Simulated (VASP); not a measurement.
A convergence study with VASP on In: one setting is varied, all else stays as given below, so the limit is that of these other settings.

```
CELL_PARAMETERS angstrom
      3.25975     0.00000     0.00000
      0.00000     3.25975     0.00000
      0.00000     0.00000    21.44731
ATOMIC_POSITIONS crystal
  In 0.00000 0.00000 0.44213
  In 0.50000 0.50000 0.32638
  In 0.00000 0.00000 0.67362
  In 0.50000 0.50000 0.55787
```

Method: PBE GGA, VASP's PBE PAW potentials (set 64) (plane waves; VASP 6.6.1). The tightest run used: 600 eV cut-off, 9×9×1 Γ-centred mesh, Fermi-Dirac smearing of 0.10 eV, potentials In_d.

Problem. The settings run are ENCUT = 150; ENCUT = 180; ENCUT = 210; ENCUT = 255; ENCUT = 360; ENCUT = 450; ENCUT = 600. From which on does the largest force stay within 0.02 eV/Å of the tightest run?

Solution. From ENCUT = 210 on: it is off by 0.003 there and by no more than 0.02 in any finer run, while ENCUT = 180 is off by 0.053.
| setting | E (eV/atom) | largest force (eV/Å) | plane waves | difference judged (eV/Å) |
|---|---|---|---|---|
| ENCUT = 150 | 1.6585 | 0.591 | 983 | 0.534 |
| ENCUT = 180 | -1.9906 | 0.110 | 1275 | 0.053 |
| ENCUT = 210 | -2.4342 | 0.054 | 1601 | 0.003 |
| ENCUT = 255 | -2.4678 | 0.061 | 2132 | 0.004 |
| ENCUT = 360 | -2.4666 | 0.058 | 3565 | 0.001 |
| ENCUT = 450 | -2.4677 | 0.057 | 4971 | 0.000 |
| ENCUT = 600 | -2.4675 | 0.057 | 7709 | 0.000 |

Left out are rungs that failed or repeat a setting and relaxations that didn't move; long series are thinned to 24 rows.

The cell is a sheet or thin cut with vacuum, built from a generated structure.
